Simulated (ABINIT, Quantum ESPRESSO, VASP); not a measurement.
Code comparison for CaCd₂As₂ (P-3m1, 5 atoms in the cell)

Self-consistent single point, at a second geometry (lattice scaled by 0.98). First geometry:

```
CELL_PARAMETERS angstrom
      4.41388     0.00000     0.00000
     -2.20694     3.82253     0.00000
      0.00000     0.00000     7.20606
ATOMIC_POSITIONS crystal
  Ca 0.00000 0.00000 0.00000
  Cd 0.33333 0.66667 0.63325
  Cd 0.66667 0.33333 0.36675
  As 0.33333 0.66667 0.23766
  As 0.66667 0.33333 0.76234
```

Shared settings, as Quantum ESPRESSO writes them: occupations = smearing; smearing = fd; degauss = 0.0036749 Ry; K_POINTS = automatic 7 7 4 0 0 0. Potentials and cutoffs stand in the table.

```json
[
 {"code": "ABINIT", "model": "LDA (PW92), PAW (JTH v2.0 LDA PAW)", "ΔF from the first geometry (meV/atom)": "-21.8", "pressure (GPa)": "-0.72", "largest force (eV/Å)": "0.138", "gap on the mesh (eV)": "–", "cutoff": "544 eV"},
 {"code": "Quantum ESPRESSO", "model": "LDA (PZ), GBRV 1.5 ultrasoft (LDA) pseudopotentials", "ΔF from the first geometry (meV/atom)": "-18.8", "pressure (GPa)": "-0.47", "largest force (eV/Å)": "0.195", "gap on the mesh (eV)": "0.218", "cutoff": "40 Ry"},
 {"code": "VASP", "model": "LDA (PZ), VASP's LDA PAW potentials (set 64)", "ΔF from the first geometry (meV/atom)": "-18.0", "pressure (GPa)": "-0.27", "largest force (eV/Å)": "0.176", "gap on the mesh (eV)": "0.275", "cutoff": "300 eV"}
]
```

Size of the force on each atom (eV/Å): Sizes of forces hide their directions.

```json
[
 {"code": "ABINIT", "Ca1": "0.000", "Cd2": "0.009", "Cd3": "0.009", "As4": "0.138", "As5": "0.138"},
 {"code": "Quantum ESPRESSO", "Ca1": "0.000", "Cd2": "0.008", "Cd3": "0.008", "As4": "0.195", "As5": "0.195"},
 {"code": "VASP", "Ca1": "0.000", "Cd2": "0.011", "Cd3": "0.011", "As4": "0.176", "As5": "0.176"}
]
```

A dash marks a value that a program does not give, or that is left out as unsure.

No gap is tabulated for ABINIT: it is not read from that output, or partly filled or unconverged empty levels leave it unsure.

Gaps are read on the mesh.

The spread over the programs that give each value: ΔF from the first geometry within 3.8 meV/atom; pressure within 0.45 GPa; largest force within 0.057 eV/Å; gap on the mesh within 0.057 eV.

The same LDA comes in different parametrisations, which differ slightly.

VASP's run is marked for a possible Pulay error in its stress at this cutoff; no cutoff test was made.

The starting cell comes from a database of computed structures (which also holds hypothetical and non-ambient phases and stackings), without a prior relaxation at this level. For this run, on top of that: lattice scaled by 0.98.

Left out of this page: Ansatz, GPAW, CP2K and SIESTA (not drawn, or without a comparable value); FLEUR (with a known weakness of the program).
